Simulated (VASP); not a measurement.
Data:

```yaml
crystal:
  lattice:
    - [2.87199, 0.00000, 0.00000]
    - [0.00000, 2.87199, 0.00000]
    - [0.00000, 0.00000, 3.53074]
  atoms:
    - { symbol: Cu, position: [0.00000, 0.00000, 0.00000] }
    - { symbol: Au, position: [0.50000, 0.50000, 0.50000] }
```

All values below come from r2SCAN meta-GGA, VASP's PBE PAW potentials (set 64) (plane waves; VASP). Numerical set-up: 520 eV cut-off, 14×14×12 Γ-centred mesh, tetrahedra with Blöchl corrections, potentials Cu Au.

Unless said otherwise, spin-orbit coupling is left out, though it shifts the bands of the heavy elements here.

Problem. Predict the energy per atom (σ→0), band gap (over mesh and band path) with the smallest direct gap where there is one.

Solution. 
The band gap (over mesh and band path) comes out as none (metal, semimetal or under 0.01 eV) and the energy per atom (σ→0) comes out as -30.773 eV/atom.

The compound is CuAu in the L1_0 structure. It was relaxed first.
